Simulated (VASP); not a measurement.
A run of VASP 6.6.1:

The input INCAR:

```
PREC = Accurate
ENCUT = 520
EDIFF = 1E-7
ISMEAR = -1
SIGMA = 0.05
LREAL = False
LASPH = True
NELM = 150
ALGO = Normal
ISIF = 2
LWAVE = False
LCHARG = True
ISPIN = 2
MAGMOM = 3 0 0 0 0 0 0 0
LORBIT = 11
LMAXMIX = 4
GGA = PE
LELF = True
LVHAR = True
NBANDS = 26
```

File KPOINTS:

```
Automatic mesh
0
Gamma
  8 4 4
```

File POSCAR:

```
Mg6FeC
1.0
    3.1699710000      0.0000000000      0.0000000000
    0.0000000000      4.6902810000      5.0434350000
    0.0000000000     -4.6902810000      5.0434350000
Fe Mg C
1 6 1
Direct
    0.5000000000      0.3315630000      0.3315630000
    0.0000000000      0.5917790000      0.5917790000
    0.0000000000      0.1428660000      0.6022470000
    0.0000000000      0.6022470000      0.1428660000
    0.5000000000      0.8461550000      0.8461550000
    0.5000000000      0.2892060000      0.9475610000
    0.5000000000      0.9475610000      0.2892060000
    0.0000000000      0.2486230000      0.2486230000
```

Potentials or basis: VASP PAW PBE potentials, release 64 (Fe, Mg, C).

Launch:

```bash
$ cat potpaw_PBE.64/Fe/POTCAR potpaw_PBE.64/Mg/POTCAR potpaw_PBE.64/C/POTCAR > POTCAR
$ mpirun -np 1 vasp_std > vasp.out
```

Hardware: 1 thread of Intel(R) Xeon(R) Platinum 8488C (Sapphire Rapids), with other jobs on the host.

**Question.** Estimate the wall time of this run.

**Answer.** Run time: 6.2 min on 1 thread of Intel(R) Xeon(R) Platinum 8488C (Sapphire Rapids), on a shared host, peak memory 0.43 GiB. Counts: scf iterations 19, k points 35.
